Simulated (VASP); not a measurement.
Given:

```
AlAs
1.0
    0.00000     2.91756     2.91756
    2.91756     0.00000     2.91756
    2.91756     2.91756     0.00000
Al As
1 1
Direct
  0.00000   0.00000   0.00000
  0.25000   0.25000   0.25000
```

Level of theory: vdW-DF2, VASP's PBE PAW potentials (set 64) (plane waves; VASP 6.6.1). Run with 520 eV cut-off, Gaussian smearing of 0.050 eV, potentials Al As.

**Question.** Give the energies of bands 2 to 7 at the high-symmetry points, in eV from the valence-band maximum.

**Answer.** 
| band | Γ | X | U | L | W |
|---|---|---|---|---|---|
| 2 | 0.00 | -5.13 | -4.92 | -5.14 | -4.87 |
| 3 | 0.00 | -1.93 | -2.97 | -0.75 | -2.76 |
| 4 | 0.00 | -1.93 | -1.60 | -0.75 | -2.44 |
| 5 | 1.25 | 1.80 | 2.42 | 1.80 | 4.47 |
| 6 | 4.23 | 2.34 | 4.84 | 4.76 | 5.13 |
| 7 | 4.23 | 9.66 | 7.81 | 4.76 | 5.47 |

The gap is direct, 1.25 eV, from the valence maximum at Γ to the conduction minimum at Γ.

Measured: gap 2.28 eV (computed value off by -1.03 eV), as given by Wei Chen et al., Physical Review Materials (2018), doi:10.1103/physrevmaterials.2.073803 [zero-point renormalisation of 0.04 eV added back (the table's ZPR column)].

The compound is AlAs in the zinc blende structure. It was relaxed first, which changed the volume by +10 %.
